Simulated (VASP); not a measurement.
Output of a VASP run:

File OSZICAR:
```
...
DAV:   2    -0.324302813816E+02    0.13628E+01   -0.79688E+00  3236   0.257E+01    0.343E+00
DAV:   3    -0.321867502510E+02    0.24353E+00   -0.86571E-01  3384   0.724E+00    0.170E+00
DAV:   4    -0.321031353542E+02    0.83615E-01   -0.20970E-01  3596   0.301E+00    0.451E-01
DAV:   5    -0.320986556793E+02    0.44797E-02   -0.22828E-02  3560   0.112E+00    0.318E-01
DAV:   6    -0.320954836857E+02    0.31720E-02   -0.10023E-02  3934   0.689E-01    0.131E-01
DAV:   7    -0.320949192223E+02    0.56446E-03   -0.37522E-03  3680   0.491E-01    0.352E-02
DAV:   8    -0.320949061301E+02    0.13092E-04   -0.91804E-04  3988   0.229E-01    0.275E-02
DAV:   9    -0.320948918051E+02    0.14325E-04   -0.14476E-04  3896   0.810E-02    0.127E-02
DAV:  10    -0.320948898147E+02    0.19904E-05   -0.32219E-05  3736   0.444E-02    0.536E-03
DAV:  11    -0.320948904422E+02   -0.62757E-06   -0.80312E-06  3448   0.172E-02
   2 F= -.32094890E+02 E0= -.32094692E+02  d E =-.761596E-02
       N       E                     dE             d eps       ncg     rms          rms(c)
DAV:   1    -0.324399844128E+02   -0.34509E+00   -0.57886E+00  2800   0.229E+01    0.351E+00
DAV:   2    -0.321690730541E+02    0.27091E+00   -0.12333E+00  3200   0.112E+01    0.150E+00
DAV:   3    -0.321288433674E+02    0.40230E-01   -0.12309E-01  3422   0.319E+00    0.749E-01
DAV:   4    -0.321137631246E+02    0.15080E-01   -0.29875E-02  3452   0.125E+00    0.194E-01
DAV:   5    -0.321128776658E+02    0.88546E-03   -0.29556E-03  3440   0.460E-01    0.124E-01
DAV:   6    -0.321123509018E+02    0.52676E-03   -0.19100E-03  4044   0.307E-01    0.216E-02
DAV:   7    -0.321123231958E+02    0.27706E-04   -0.21648E-04  3376   0.151E-01    0.139E-02
DAV:   8    -0.321123278934E+02   -0.46976E-05   -0.17760E-04  4008   0.824E-02    0.113E-02
DAV:   9    -0.321123214443E+02    0.64491E-05   -0.38224E-05  3926   0.452E-02    0.449E-03
DAV:  10    -0.321123213981E+02    0.46201E-07   -0.48806E-06  2900   0.156E-02
   3 F= -.32112321E+02 E0= -.32112088E+02  d E =-.250469E-01
       N       E                     dE             d eps       ncg     rms          rms(c)
DAV:   1    -0.321190236617E+02   -0.67022E-02   -0.19567E-01  2814   0.378E+00    0.456E-01
DAV:   2    -0.321156682488E+02    0.33554E-02   -0.13442E-02  3210   0.119E+00    0.279E-01
DAV:   3    -0.321136220895E+02    0.20462E-02   -0.38675E-03  3310   0.532E-01    0.988E-02
DAV:   4    -0.321134864445E+02    0.13564E-03   -0.14312E-03  3256   0.253E-01    0.298E-02
DAV:   5    -0.321134882441E+02   -0.17995E-05   -0.13974E-04  3322   0.106E-01    0.167E-02
DAV:   6    -0.321134879815E+02    0.26257E-06   -0.16333E-05  3796   0.388E-02    0.483E-03
DAV:   7    -0.321134876365E+02    0.34501E-06   -0.31600E-06  2500   0.134E-02
   4 F= -.32113488E+02 E0= -.32113260E+02  d E =-.116624E-02
       N       E                     dE             d eps       ncg     rms          rms(c)
DAV:   1    -0.321143227536E+02   -0.83477E-03   -0.24942E-02  2876   0.134E+00    0.162E-01
DAV:   2    -0.321138730771E+02    0.44968E-03   -0.14844E-03  3268   0.403E-01    0.991E-02
DAV:   3    -0.321136158758E+02    0.25720E-03   -0.48153E-04  3314   0.189E-01    0.351E-02
DAV:   4    -0.321135984044E+02    0.17471E-04   -0.18374E-04  3220   0.898E-02    0.105E-02
DAV:   5    -0.321135987775E+02   -0.37313E-06   -0.17297E-05  3342   0.362E-02    0.584E-03
DAV:   6    -0.321135986851E+02    0.92417E-07   -0.14311E-06  2018   0.140E-02
   5 F= -.32113599E+02 E0= -.32113373E+02  d E =-.127729E-02
```

**OUTCAR**
```
------------------------ aborting loop because EDIFF is reached ----------------------------------------
  FORCE on cell =-STRESS in cart. coord.  units (eV):
  Direction    XX          YY          ZZ          XY          YZ          ZX
  --------------------------------------------------------------------------------------
  Total       -0.0125811     -0.0125811      0.0142494      0.0000000     -0.0000000      0.0000000
  in kB       -0.1878374     -0.1878374      0.2127449      0.0000000     -0.0000000      0.0000000
  external PRESSURE =      -0.0543100 kB  Pullay stress =       0.0000000 kB
  volume of cell :      107.31
      direct lattice vectors                 reciprocal lattice vectors
     5.382231414 -0.000000000  0.000000000     0.185796545  0.107269689 -0.000000000
    -2.691115707  4.661148969  0.000000000     0.000000000  0.214539378 -0.000000000
    -0.000000000  0.000000000  4.277516031    -0.000000000 -0.000000000  0.233780538
 POSITION                                       TOTAL-FORCE (eV/Angst)
 -----------------------------------------------------------------------------------
      0.00000     -0.00000      0.00000         0.000000     -0.000000      0.000000
      2.69112      0.00000      2.13876         0.000000     -0.000000      0.000000
      1.34556      2.33057      2.13876         0.000000     -0.000000      0.000000
     -1.34556      2.33057      2.13876         0.000000      0.000000      0.000000
      2.69112      1.55371      0.00000         0.000000     -0.000000     -0.000000
     -0.00000      3.10743      0.00000        -0.000000      0.000000      0.000000
 -----------------------------------------------------------------------------------
    total drift:                               -0.000000      0.000000      0.000000
  FREE ENERGIE OF THE ION-ELECTRON SYSTEM (eV)
  ---------------------------------------------------
  free  energy   TOTEN  =       -32.1135986851 eV

  energy  without entropy=      -32.1131466191  energy(sigma->0) =      -32.11337265

 reached required accuracy - stopping structural energy minimisation
```
(Selected blocks of OUTCAR.)

File POSCAR:
```
LaGa3Pd2
1
    5.4436800000     0.0000000000     0.0000000000
   -2.7218400000     4.7143650000     0.0000000000
    0.0000000000     0.0000000000     4.2902100000
La Ga Pd
1 3 2
Direct
  0.0000000000   0.0000000000   0.0000000000
  0.5000000000   0.0000000000   0.5000000000
  0.5000000000   0.5000000000   0.5000000000
  0.0000000000   0.5000000000   0.5000000000
  0.6666670000   0.3333330000   0.0000000000
  0.3333330000   0.6666670000   0.0000000000
```

Question: Reconstruct the remaining input files.

Answer: One answer among several that fit: the input of the run itself, PBEsol GGA, plane waves, VASP's PBE PAW potentials (set 64).

**KPOINTS**
```
K-points
0
gamma
6 6 7
```

### INCAR
```
LMAXMIX=6   # l cut-off of mixed one-centre charges
ISIF=3   # ions, shape and volume
NSW=50
SIGMA=0.05
PREC=Accurate
GGA=PS   # PBEsol
IBRION=2
EDIFFG=-0.01
LCHARG=F
EDIFF=1E-6
LREAL=F
LWAVE=F
ISMEAR=0   # Gaussian
ENCUT=300   # plane-wave cut-off (eV)
ALGO=Normal   # blocked Davidson
LASPH=T
SYSTEM=LaGa3Pd2
NELM=100   # most electronic steps
```

POTCAR, in this order: La Ga_d Pd (PBE.64 set). Program: vasp_std.

At this cut-off the stress carries a Pulay error, which pulls relaxed volumes low. Energy and stress use the plane-wave basis of the starting cell.

The structure comes from a computed database's LaGa3Pd2 entry (P6/mmm); how it stands against other phases isn't given here. This run relaxes it. Symmetry was kept, so distortions that lower it aren't found. The run is one of a series of settings (EDIFFG = -0.01, IBRION = 2, ISIF = 3, NSW = 50 against the base run), some of them coarse on purpose.
